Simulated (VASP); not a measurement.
```
CuCl
1.0
    0.00000     2.71321     2.71321
    2.71321     0.00000     2.71321
    2.71321     2.71321     0.00000
Cu Cl
1 1
Direct
  0.00000   0.00000   0.00000
  0.25000   0.25000   0.25000
```

Calculation: PBE GGA, VASP's PBE PAW potentials (set 64) (plane waves; VASP). Settings: 520 eV cut-off, Gaussian smearing of 0.050 eV, potentials Cu Cl.

Q: Give the energies of bands 2 to 11 at the high-symmetry points, in eV from the valence-band maximum.

A: 
```csv
band,Γ,X,U,L,W
2,-4.90,-6.53,-6.22,-6.58,-6.02
3,-4.90,-5.03,-5.58,-4.89,-5.72
4,-4.90,-5.03,-4.97,-4.89,-5.11
5,-1.45,-1.58,-1.67,-1.38,-1.64
6,-1.45,-1.35,-1.38,-1.38,-1.54
7,0.00,-1.27,-1.30,-1.33,-1.28
8,0.00,-1.07,-1.00,-0.55,-1.09
9,0.00,-1.07,-0.86,-0.55,-0.77
10,0.53,3.46,4.23,2.89,5.07
11,6.75,4.46,5.10,6.76,5.19
```

The gap is direct, 0.53 eV, from the valence maximum at Γ to the conduction minimum at Γ.

Measured: gap 3.39 eV at 2 K (computed value off by -2.86 eV), as given by arXiv:1206.3780.

The compound is CuCl in the zinc blende structure. It was relaxed first.
